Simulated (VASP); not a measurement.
Input:

```yaml
crystal:
  lattice:
    - [4.00844, 0.00000, 0.00000]
    - [0.00000, 4.00844, 0.00000]
    - [0.00000, 0.00000, 4.00844]
  atoms:
    - { symbol: Ba, position: [0.00000, 0.00000, 0.00000] }
    - { symbol: Ti, position: [0.50000, 0.50000, 0.50000] }
    - { symbol: O, position: [0.50000, 0.00000, 0.50000] }
    - { symbol: O, position: [0.00000, 0.50000, 0.50000] }
    - { symbol: O, position: [0.50000, 0.50000, 0.00000] }
```

Computed with r2SCAN meta-GGA, VASP's PBE PAW potentials (set 64) (plane waves; VASP). Numerical set-up: 520 eV cut-off, 6×6×6 Γ-centred mesh, tetrahedra with Blöchl corrections, potentials Ba_sv Ti_sv O.

Unless said otherwise, spin-orbit coupling is left out, though it shifts the bands of the heavy elements here.

Task: Predict the energy per atom (σ→0), band gap (over mesh and band path) with the smallest direct gap where there is one.

Result: 
```json
{
  "band gap (over mesh and band path)": "2.12 eV",
  "smallest direct gap (over mesh and band path)": "2.28 eV",
  "energy per atom (σ→0)": "-14.847 eV/atom"
}
```

Total energies compare only between runs with the same potentials, cut-off and functional.

The compound is BaTiO3 in the cubic perovskite structure, the ideal cubic form; the compound distorts at low or room temperature. It was relaxed first.
